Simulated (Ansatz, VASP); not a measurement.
# Ge5P6O25 (Ge5P6O25 (R-3)) in two plane-wave programs

Wanted: the spread between two codes on one cell, functional and k mesh. Of the first pair: The structure shown is the start of the Ansatz relaxation below; VASP solves that cell, so the two are compared at the walk's first step.

Program: Ansatz 0.2.0. Level of theory: plane waves, with VASP 6.6.1 beside it; single point at PBEsol. Results are calculated unless marked as measured.

## (1) Starting point

The structure is trigonal, space group R-3 (No. 148). Conventional cell: a = 8.013 Å, b = 8.013 Å, c = 24.941 Å, α = 90.00°, β = 90.00°, γ = 120.00°. Nearest to Ge lie 4 O at 1.70 to 1.75 Å. Nearest to Ge lie 6 O at 1.84 to 1.89 Å. Ge has 6 O at 1.86 Å nearest. P has 4 O at 1.50 to 1.57 Å nearest. Nearest to O lie 1 P at 1.50 Å and 1 Ge at 1.84 Å. Nearest to O lie 1 P at 1.57 Å and 1 Ge at 1.75 Å. Farther neighbours and most contacts between anions are not listed.

## (2) Ansatz: relaxation, PBEsol

Ansatz runs on its default PAW (the set named soft_2) files.

The two programs are compared at the cell with which this relaxation starts, whose forces are those of its first step.

File input.yaml:

```yaml
crystal:
  lattice:
    - [4.006619, 2.3132226, 8.3138218]
    - [-4.006619, 2.3132226, 8.3138218]
    - [0.0, -4.6264452, 8.3138218]
  atoms:
    - { symbol: Ge, position: [0.4317568, 0.4317568, 0.4317568] }
    - { symbol: Ge, position: [0.5682432, 0.5682432, 0.5682432] }
    - { symbol: Ge, position: [0.17677262, 0.17677262, 0.17677262] }
    - { symbol: Ge, position: [0.82322738, 0.82322738, 0.82322738] }
    - { symbol: Ge, position: [1.0, 0.0, 0.0] }
    - { symbol: P, position: [0.38057303, 0.06844126, 0.82452331] }
    - { symbol: P, position: [0.06844126, 0.82452331, 0.38057303] }
    - { symbol: P, position: [0.82452331, 0.38057303, 0.06844126] }
    - { symbol: P, position: [0.61942697, 0.93155874, 0.17547669] }
    - { symbol: P, position: [0.93155874, 0.17547669, 0.61942697] }
    - { symbol: P, position: [0.17547669, 0.61942697, 0.93155874] }
    - { symbol: O, position: [0.5669466, 0.90679651, 0.86565499] }
    - { symbol: O, position: [0.90679651, 0.86565499, 0.5669466] }
    - { symbol: O, position: [0.86565499, 0.5669466, 0.90679651] }
    - { symbol: O, position: [0.4330534, 0.09320349, 0.13434501] }
    - { symbol: O, position: [0.09320349, 0.13434501, 0.4330534] }
    - { symbol: O, position: [0.13434501, 0.4330534, 0.09320349] }
    - { symbol: O, position: [0.43599197, 0.19003665, 0.59262408] }
    - { symbol: O, position: [0.19003665, 0.59262408, 0.43599197] }
    - { symbol: O, position: [0.59262408, 0.43599197, 0.19003665] }
    - { symbol: O, position: [0.56400803, 0.80996335, 0.40737592] }
    - { symbol: O, position: [0.80996335, 0.40737592, 0.56400803] }
    - { symbol: O, position: [0.5, 0.5, 0.5] }
    - { symbol: O, position: [0.08825172, 0.73382497, 0.77820286] }
    - { symbol: O, position: [0.77820286, 0.08825172, 0.73382497] }
    - { symbol: O, position: [0.73382497, 0.77820286, 0.08825172] }
    - { symbol: O, position: [0.91174828, 0.26617503, 0.22179714] }
    - { symbol: O, position: [0.22179714, 0.91174828, 0.26617503] }
    - { symbol: O, position: [0.26617503, 0.22179714, 0.91174828] }
    - { symbol: O, position: [0.10061261, 0.73895456, 0.03575625] }
    - { symbol: O, position: [0.03575625, 0.10061261, 0.73895456] }
    - { symbol: O, position: [0.73895456, 0.03575625, 0.10061261] }
    - { symbol: O, position: [0.89938739, 0.26104544, 0.96424375] }
    - { symbol: O, position: [0.96424375, 0.89938739, 0.26104544] }
    - { symbol: O, position: [0.26104544, 0.96424375, 0.89938739] }
    - { symbol: O, position: [0.40737592, 0.56400803, 0.80996335] }
basis:
  ecutwfc: 420
  xc_grid: 2
hamiltonian:
  xc: pbesol
kpoints:
  mp_grid: { grid: [4, 4, 4] }
scf:
  occupations: { method: fermi_dirac, width: 0.01 }
  max_iter: 150
output:
  forces: true
  stress: true
relax:
  f_tol: 0.01
  max_steps: 60
  cell: {}
checkpoint:
  write: "../pbesol.run"
  compress: false
  write_wavefunctions: false
  write_every: 100000
```

Launch:

```bash
$ ansatz run input.yaml --threads 4 --pin off --max-ram 6594MiB --backend cpu --events-out ev --progress --plain --runs-dir out
```

Numbers of over 12 decimals in the logs are rounded to 6 here.

What it wrote:

```text
Engine: ansatz 0.2.0, aarch64-unknown-linux-gnu
Pseudopotentials: kind: paw
Pseudopotential: Ge, paw, valence charge 14, recommended cutoff 420 eV (normal), Ge.paw.azcp
Pseudopotential: P, paw, valence charge 5, recommended cutoff 420 eV (normal), P.paw.azcp
Pseudopotential: O, paw, valence charge 6, recommended cutoff 420 eV (normal), O.paw.azcp
Functional definition: PBEsol
  exchange = pbesol_x
  correlation = pbesol_c
Crystal: 36 atoms, lattice volume = 462.325 Å³
Basis set: ecut = 420 eV, 9081 PW (Γ), exchange–correlation on 128×128×128 points (8 copies of the dense FFT grid, shifted against one another)
Bands: 161, of which v1, the nominal top of the filled ones, is band 125 counted from 1 (124 counted from 0)
Symmetry: 6 space group operations
Space group: R-3 (ITA 148), of the structure as read, at distance tolerance 7.7e-5 Å
k-points: 14 of 64
Non-local potential: Ge, projectors of the file, l = 0: 2, l = 1: 2, l = 2: 3, l = 3: 1
Non-local potential: P, projectors of the file, l = 0: 2, l = 1: 2, l = 2: 2
Non-local potential: O, projectors of the file, l = 0: 2, l = 1: 2, l = 2: 1
PAW form: soft (Blöchl's): semilocal exchange-correlation on the pseudo side does not see the compensation charge
PAW frozen core: Ge, regenerated for the run's functional, and the local potential with it (the file was generated under x = pbe(κ = 0.804, μ = 0.219515), c = pbe(β = 0.066725))
PAW frozen core: P, regenerated for the run's functional, and the local potential with it (the file was generated under x = pbe(κ = 0.804, μ = 0.219515), c = pbe(β = 0.066725))
PAW frozen core: O, regenerated for the run's functional, and the local potential with it (the file was generated under x = pbe(κ = 0.804, μ = 0.219515), c = pbe(β = 0.066725))
PAW one-centre angular grid: Ge, 590 points (default); XC on 64 Gauss nodes
PAW one-centre angular grid: P, 110 points (default); XC on 64 Gauss nodes
PAW one-centre angular grid: O, 110 points (default); XC on 64 Gauss nodes
Initial density: superposition of atomic densities (neutral atoms: chi_scale 0, normalization atom), corrected by the library's trained network
Initial wavefunctions: pseudopotential atomic-orbital guess
Functional: x = pbesol(κ = 0.804, μ = 0.123457), c = pbesol(β = 0.046)
SCF iter   1: F=—  HF=-39737.582446 eV  |F-HF|=—  |Δ(HF+E_count)|=         —  Δρ=1.17e-2  dr2=4.77e-1  ethr=1.77e-3  ⟨swp⟩=7.0  Hψ=10941  notcnv=0  defer=152
preconditioner: auto → Resta (q_TF=auto, 2.463 Å⁻¹)  ε∞=2.9  [insulator: Δε(μ)=3.804 eV  Ē_g=19.767 eV  σ=0.010 eV  W_gap=1.00  n_scr=120 (ndim 8)  ℏωp=27.3 eV  f_vac=0.218  D(μ)=0.00/eV (n_scr^D=0)  ε∞_Penn≈2.9]
SCF iter   2: F=—  HF=-39737.444017 eV  |F-HF|=—  |Δ(HF+E_count)|=   1.38e-1  Δρ=1.96e-3  dr2=9.11e-3  ethr=1.91e-4  ⟨swp⟩=3.0  Hψ=3833  notcnv=0  defer=435
SCF iter   3: F=—  HF=-39737.443480 eV  |F-HF|=—  |Δ(HF+E_count)|=   5.36e-4  Δρ=8.49e-4  dr2=2.81e-3  ethr=3.64e-6  ⟨swp⟩=2.9  Hψ=3912  notcnv=0  defer=435
SCF iter   4: F=—  HF=-39737.443792 eV  |F-HF|=—  |Δ(HF+E_count)|=   3.11e-4  Δρ=6.11e-4  dr2=1.12e-3  ethr=1.12e-6  ⟨swp⟩=2.0  Hψ=3496  notcnv=0  defer=435
SCF iter   5: F=—  HF=-39737.443652 eV  |F-HF|=—  |Δ(HF+E_count)|=   1.40e-4  Δρ=1.38e-4  dr2=6.44e-5  ethr=4.47e-7  ⟨swp⟩=2.0  Hψ=3617  notcnv=0  defer=435
SCF iter   6: F=—  HF=-39737.443435 eV  |F-HF|=—  |Δ(HF+E_count)|=   2.17e-4  Δρ=4.67e-5  dr2=9.86e-6  ethr=2.57e-8  ⟨swp⟩=2.0  Hψ=3534  notcnv=0  defer=435
SCF iter   7: F=—  HF=-39737.443437 eV  |F-HF|=—  |Δ(HF+E_count)|=   2.31e-6  Δρ=1.28e-5  dr2=8.61e-7  ethr=3.95e-9  ⟨swp⟩=2.0  Hψ=3587  notcnv=0  defer=435
SCF iter   8: F=-39737.443438 eV  HF=-39737.443438 eV  |F-HF|=6.20e-8  |Δ(HF+E_count)|=   7.64e-7  Δρ=2.96e-6  dr2=7.04e-8  ethr=4.00e-11  ⟨swp⟩=6.0  Hψ=8025  notcnv=0
SCF 1 converged in 8 iterations: F = -39737.443438 eV  dr2 = 7.04e-8
  greatest PAW one-centre occupation: 0.999 electrons in one spin orbital (limit 2), on the Ge atom at site 3 (counted from 0), in its partial waves of l = 2
relax step   1: F+E_penalty+E_count = -39737.44343803 eV  Δ(F+E_penalty+E_count) = +0.000e0 eV  max|allowed force component| = 5.319e-1 eV/Å  Δτ_max = 0.0000 Å  P = +3.400 GPa  Ω = 462.325 Å³  (8 SCF iters, dr2 threshold 1.00e-7 eV, accepted)
[...]
relax step  10: F+E_penalty+E_count = -39737.56238461 eV  Δ(F+E_penalty+E_count) = +1.224e-3 eV  max|allowed force component| = 2.580e-3 eV/Å  Δτ_max = 0.0011 Å  P = +0.012 GPa  Ω = 466.753 Å³  energy of the carried Pulay correction = -1.310e-3 eV  (6 SCF iters, dr2 threshold 2.68e-8 eV, accepted)
[...]
relax step  11: F+E_penalty+E_count = -39737.56322825 eV  Δ(F+E_penalty+E_count) = -8.436e-4 eV  max|allowed force component| = 2.568e-3 eV/Å  Δτ_max = 0.0000 Å  P = +0.014 GPa  Ω = 466.753 Å³  stress off target by 2.07e-2 GPa  SCF on the basis re-selected at this cell (its energy is not comparable with the rows above)  (5 SCF iters)
basis re-selected at this cell: Δ(F+E_penalty+E_count) = -8.436e-4 eV, ΔP = +0.002 GPa vs the last step (what re-selecting the basis moved, of the pressure what is left beyond the Pulay correction that the steps carried, after the strain that the cell walked since its last selection, with what the two solves' SCF thresholds leave and, on support functions, any second-order correction that the steps lacked; it is no m [...]
SCF converged after 5 iterations
Free energy (F): -39737.563228 eV
Harris-Foulkes:  -39737.563228 eV  (|F-HF|=2.18e-11)
Internal energy: -39737.563228 eV  (E = F + TS)
E sigma→0 (E₀):  -39737.563228 eV
Fermi energy:    5.111138 eV
--- Per-component energies (eV) ---
  E_band       = -1866.437057
  E_kinetic    = 5450.919456
  E_local      = -30202.136084  (includes V_loc(G=0)·N_el)
  E_nonlocal   = 3537.055360
  E_hartree    = 12483.095637
  E_xc         = -2563.504260
  E_vxc        = -3028.364121  (∫ρ·V_xc dr)
  E_paw        = -17084.964887  (= ΣΔE_a)
  E_vpaw       = -2590.168233  (= ΣTr[D̂ρ^β])
  E_aug_tail   = 0.064531  (compensation charges beyond the density's cutoff)
  E_ewald      = -11363.841437
  E_core_change = 5.748455  (= ΣΔE_core)
  E_smearing   = -0.000000  (= −TS)
  E_closure    = 0.000000  (closes the sum)
  Σ components = -39737.563228   (vs F -39737.563228, Δ=0.00e0)
--- Forces (eV/Å), atoms counted from 1 ---
  atom   1  Ge    -0.00000000     0.00000000     0.00000058
  atom   2  Ge     0.00000000    -0.00000000    -0.00000058
  atom   3  Ge     0.00000000     0.00000000    -0.00185410
  atom   4  Ge    -0.00000000    -0.00000000     0.00185410
  atom   5  Ge     0.00000000    -0.00000000    -0.00000000
  atom   6  P     -0.00154144     0.00074446    -0.00084729
  atom   7  P      0.00141544     0.00096270    -0.00084729
  atom   8  P      0.00012600    -0.00170716    -0.00084729
  atom   9  P      0.00154144    -0.00074446     0.00084729
  atom  10  P     -0.00141544    -0.00096270     0.00084729
  atom  11  P     -0.00012600     0.00170716     0.00084729
  atom  12  O     -0.00088193    -0.00124192    -0.00136729
  atom  13  O     -0.00063457     0.00138474    -0.00136729
  atom  14  O      0.00151650    -0.00014281    -0.00136729
  atom  15  O      0.00088193     0.00124192     0.00136729
  atom  16  O      0.00063457    -0.00138474     0.00136729
  atom  17  O     -0.00151650     0.00014281     0.00136729
  atom  18  O     -0.00028354    -0.00080424    -0.00008170
  atom  19  O     -0.00055472     0.00064767    -0.00008170
  atom  20  O      0.00083826     0.00015657    -0.00008170
  atom  21  O      0.00028354     0.00080424     0.00008170
  atom  22  O      0.00055472    -0.00064767     0.00008170
  atom  23  O     -0.00000000     0.00000000     0.00000000
  atom  24  O      0.00003154    -0.00060901     0.00112558
[...]
atom  29  O      0.00054319    -0.00027718    -0.00112558
  atom  30  O      0.00256756    -0.00042508    -0.00205575
  atom  31  O     -0.00091565     0.00243612    -0.00205575
  atom  32  O     -0.00165191    -0.00201103    -0.00205575
  atom  33  O     -0.00256756     0.00042508     0.00205575
  atom  34  O      0.00091565    -0.00243612     0.00205575
  atom  35  O      0.00165191     0.00201103     0.00205575
  atom  36  O     -0.00083826    -0.00015657     0.00008170
  max |Σ_I F_I| component: 1.08e-18 eV/Å
--- Stress (GPa, compression-positive) ---
        0.010971      -0.000000       0.000000
        0.000000       0.010971       0.000000
        0.000000       0.000000       0.020727
  P = ⅓ Tr σ = 0.0142 GPa (0.142 kbar)
--- Relaxed structure (9 steps of the walk, 9 accepted, 2 SCFs on fresh bases) ---
  F+E_penalty+E_count = -39737.56322825 eV   max|allowed force component| = 2.568e-3 eV/Å   (the final SCF, on the basis selected at the relaxed cell)
  cell:  # Å, volume = 466.7528 Å³
    - [4.014097, 2.317540, 8.362199]
    - [-4.014097, 2.317540, 8.362199]
    - [-2.458732732726447e-19, -4.635080, 8.362199]
  atoms:
    - { symbol: Ge, position: [0.432012, 0.432012, 0.432012] }
    - { symbol: Ge, position: [0.567988, 0.567988, 0.567988] }
    - { symbol: Ge, position: [0.176465, 0.176465, 0.176465] }
    - { symbol: Ge, position: [0.823535, 0.823535, 0.823535] }
    - { symbol: Ge, position: [1.0, -5.551115123125783e-17, -5.551115123125783e-17] }
    - { symbol: P, position: [0.380395, 0.068652, 0.824941] }
    - { symbol: P, position: [0.068652, 0.824941, 0.380395] }
    - { symbol: P, position: [0.824941, 0.380395, 0.068652] }
    - { symbol: P, position: [0.619605, 0.931348, 0.175059] }
    - { symbol: P, position: [0.931348, 0.175059, 0.619605] }
    - { symbol: P, position: [0.175059, 0.619605, 0.931348] }
    - { symbol: O, position: [0.566504, 0.904278, 0.868840] }
    - { symbol: O, position: [0.904278, 0.868840, 0.566504] }
    - { symbol: O, position: [0.868840, 0.566504, 0.904278] }
    - { symbol: O, position: [0.433496, 0.095722, 0.131160] }
    - { symbol: O, position: [0.095722, 0.131160, 0.433496] }
    - { symbol: O, position: [0.131160, 0.433496, 0.095722] }
    - { symbol: O, position: [0.438694, 0.188803, 0.591077] }
    - { symbol: O, position: [0.188803, 0.591077, 0.438694] }
    - { symbol: O, position: [0.591077, 0.438694, 0.188803] }
    - { symbol: O, position: [0.561306, 0.811197, 0.408923] }
    - { symbol: O, position: [0.811197, 0.408923, 0.561306] }
    - { symbol: O, position: [0.500000, 0.500000, 0.5] }
    - { symbol: O, position: [0.089578, 0.735477, 0.775381] }
    - { symbol: O, position: [0.775381, 0.089578, 0.735477] }
    - { symbol: O, position: [0.735477, 0.775381, 0.089578] }
    - { symbol: O, position: [0.910422, 0.264523, 0.224619] }
    - { symbol: O, position: [0.224619, 0.910422, 0.264523] }
    - { symbol: O, position: [0.264523, 0.224619, 0.910422] }
    - { symbol: O, position: [0.101303, 0.737882, 0.037112] }
    - { symbol: O, position: [0.037112, 0.101303, 0.737882] }
    - { symbol: O, position: [0.737882, 0.037112, 0.101303] }
    - { symbol: O, position: [0.898697, 0.262118, 0.962888] }
    - { symbol: O, position: [0.962888, 0.898697, 0.262118] }
    - { symbol: O, position: [0.262118, 0.962888, 0.898697] }
    - { symbol: O, position: [0.408923, 0.561306, 0.811197] }
```

## (3) VASP: single point, PBEsol, start cell, pair 1

The same cell, functional, mesh and smearing now go to VASP, with its own data sets.

Lines of VASP's logs that name or quote its potential files are left out, and so is its time.

File INCAR:

```
SYSTEM = Ge5P6O25
PREC = Accurate
ENCUT = 520
EDIFF = 1E-06
NELM = 120
ISMEAR = -1
SIGMA = 0.01
LREAL = Auto
ALGO = Normal
GGA = PS
NBANDS = 152
LORBIT = 11
LWAVE = .FALSE.
LCHARG = .FALSE.
ISIF = 2
LASPH = .TRUE.
GGA_COMPAT = .FALSE.
EFERMI = MIDGAP
KPAR = 4
```

File POSCAR:

```
Ge5P6O25
1.0
    4.0066190000      2.3132230000      8.3138220000
   -4.0066190000      2.3132230000      8.3138220000
    0.0000000000     -4.6264450000      8.3138220000
Ge P O
5 6 25
Direct
    0.4317567047      0.4317567047      0.4317567981
    0.5682431085      0.5682431085      0.5682432019
    0.1767725350      0.1767725350      0.1767726284
    0.8232272782      0.8232272782      0.8232273716
    0.9999999066      0.9999999066      0.0000000000
    0.3805728898      0.0684411914      0.8245233420
    0.0684411914      0.8245232486      0.3805729832
    0.8245232486      0.3805728898      0.0684412848
    0.6194269234      0.9315586218      0.1754766580
    0.9315586218      0.1754765646      0.6194270168
    0.1754765646      0.6194269234      0.9315587152
    0.5669465419      0.9067963993      0.8656549853
    0.9067963993      0.8656548919      0.5669466353
    0.8656548919      0.5669465418      0.9067964926
    0.4330532714      0.0932034140      0.1343450147
    0.0932034140      0.1343449213      0.4330533648
    0.1343449213      0.4330532714      0.0932035074
    0.4359918584      0.1900365896      0.5926240498
    0.1900365896      0.5926239564      0.4359919518
    0.5926239564      0.4359918584      0.1900366830
    0.5640079548      0.8099632236      0.4073759502
    0.8099632236      0.4073758568      0.5640080482
    0.4999999066      0.4999999066      0.5000000000
    0.0882516709      0.7338249130      0.7782027999
    0.7782027065      0.0882516709      0.7338250064
    0.7338249130      0.7782027065      0.0882517643
    0.9117481423      0.2661749003      0.2217972001
    0.2217971067      0.9117481423      0.2661749937
    0.2661749003      0.2217971067      0.9117482357
    0.1006125336      0.7389544707      0.0357562762
    0.0357561828      0.1006125336      0.7389545641
    0.7389544707      0.0357561828      0.1006126270
    0.8993872796      0.2610453425      0.9642437238
    0.9642436304      0.8993872796      0.2610454359
    0.2610453425      0.9642436304      0.8993873730
    0.4073758568      0.5640079548      0.8099633170
```

File KPOINTS:

```
Automatic mesh
0
Gamma
4 4 4
0 0 0
```

Potentials, in the order of the species: Ge_d, P and O (PBE family, release 64).

Launch:

```bash
$ mpirun -np 4 vasp_std
```

What it wrote:

```text
[banner, memory and clock lines left out]
running    4 mpi-ranks, on    1 nodes
[...]
|                                                                             |
|               ----> ADVICE to this user running VASP <----                  |
|                                                                             |
|     You enforced a specific xc type in the INCAR file but a different       |
|     [... a line on the potential file left out ...]
|     I HOPE YOU KNOW WHAT YOU ARE DOING!                                     |
|                                                                             |

 LDA part: xc-table for (Slater+PW92), standard interpolation
 POSCAR, INCAR and KPOINTS ok, starting setup
[...]
entering main loop
       N       E                     dE             d eps       ncg     rms          rms(c)
DAV:   1     0.477603878412E+04    0.47760E+04   -0.10208E+05  6288   0.299E+03
DAV:   2     0.951539436894E+03   -0.38245E+04   -0.35057E+04  4824   0.107E+03
DAV:   3    -0.178256878901E+03   -0.11298E+04   -0.10901E+04  4856   0.308E+02
DAV:   4    -0.289565558444E+03   -0.11131E+03   -0.11008E+03  5136   0.121E+02
[...]
DAV:  14    -0.261788784113E+03   -0.14919E-04   -0.45005E-05  4712   0.230E-02    0.258E-02
DAV:  15    -0.261788787774E+03   -0.36606E-05   -0.13543E-05  4672   0.146E-02    0.718E-03
DAV:  16    -0.261788788767E+03   -0.99339E-06   -0.69227E-06  5264   0.128E-02
   1 F= -.26178879E+03 E0= -.26178879E+03  d E =0.000000E+00
```

OUTCAR, selected parts (step 3):

```text
  Total        8.5425916      8.5425924      9.0270495      0.0000050      0.0000004      0.0000000
  in kB       29.6041617     29.6041645     31.2830399      0.0000174      0.0000013      0.0000000
  external PRESSURE =      30.1637887 kB  Pullay stress =       0.0000000 kB

 POSITION                                       TOTAL-FORCE (eV/Angst)
 -----------------------------------------------------------------------------------
      0.00000     -0.00000     10.76865         0.000000      0.000000      0.107276
      0.00000      0.00000     14.17282         0.000000     -0.000000     -0.107276
      0.00000     -0.00000      4.40897         0.000000     -0.000000     -0.111060
      0.00000      0.00000     20.53250         0.000000      0.000000      0.111060
      0.00000      4.62645     16.62764        -0.000000     -0.000000      0.000000
      1.25059     -2.77594     10.58796        -0.164194      0.020069      0.140492
     -3.02933      0.30493     10.58796         0.099477      0.132162      0.140492
      1.77874      2.47102     10.58796         0.064717     -0.152231      0.140492
     -1.25059      2.77594     14.35350         0.164194     -0.020069     -0.140492
      3.02933     -0.30493     14.35350        -0.099477     -0.132162     -0.140492
     -1.77874     -2.47102     14.35350        -0.064717      0.152231     -0.140492
     -1.36165     -0.59581     19.44934         0.491685     -0.081273      0.091665
      0.16484      1.47713     19.44934        -0.316227     -0.385175      0.091665
      1.19681     -0.88132     19.44934        -0.175458      0.466448      0.091665
[...]
-----------------------------------------------------------------------------------
    total drift:                               -0.000000      0.014135      0.051233

  FREE ENERGIE OF THE ION-ELECTRON SYSTEM (eV)
  ---------------------------------------------------
  free  energy   TOTEN  =      -261.7887887675 eV

  energy  without entropy=     -261.7887887675  energy(sigma->0) =     -261.78878877

[... 3 further parts left out ...]
[key lines of the parts left out:]
E-fermi :   2.8957
```

The run ends at a pressure of 3.02 GPa, with forces up to 0.54 eV/Å.

[end of part 1 of 2]

[Lines on the potential files, build, host, timing and source positions are cut from VASP's logs without a mark.]

[Logs are printed without paths, hosts, clocks, repeated set-up lines and the standing remarks that a program may print on its own settings, such as how far it seeks lower states.]

[Hosts, paths, dates, database ids (printed as entryN), source tags and the programs' standing remarks are cut or masked in the printed files.]
